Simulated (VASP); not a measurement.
Consider the following.

```yaml
crystal:
  lattice:
    - [1.79975, -3.07094, 0.00000]
    - [1.79975, 3.07094, 0.00000]
    - [0.00000, 0.00000, 5.13819]
  atoms:
    - { symbol: Pt, position: [0.00000, 0.00000, 0.00000] }
    - { symbol: S, position: [0.33333, 0.66667, 0.23000] }
    - { symbol: S, position: [0.68063, 0.34730, 0.77000] }
```

These are PBE GGA, VASP's PBE PAW potentials (set 64) (plane waves; VASP) values and carry that method's errors. Settings: ADDGRID = .TRUE., 400 eV cut-off, 7×7×4 Γ-centred mesh, Gaussian smearing of 0.050 eV, potentials Pt S.

Which forces act on the atoms, in eV/Å?

```tsv
atom	Fx	Fy	Fz
Pt1	0.428	0.021	0.024
S2	0.059	-0.101	0.473
S3	-0.487	0.080	-0.498
```

Give the stress tensor in GPa (positive for a compressed cell).

```
 3.27   0.91   1.71
 0.91   5.90  -0.71
 1.71  -0.71   4.92
```
The pressure is its mean diagonal, 4.70 GPa.

The compound is PtS2 in the 1T layered structure. The cell was not relaxed at this level, atoms are displaced from their ideal sites. The run is one of a series of settings (ADDGRID = .TRUE. against the base run), some of them coarse on purpose.
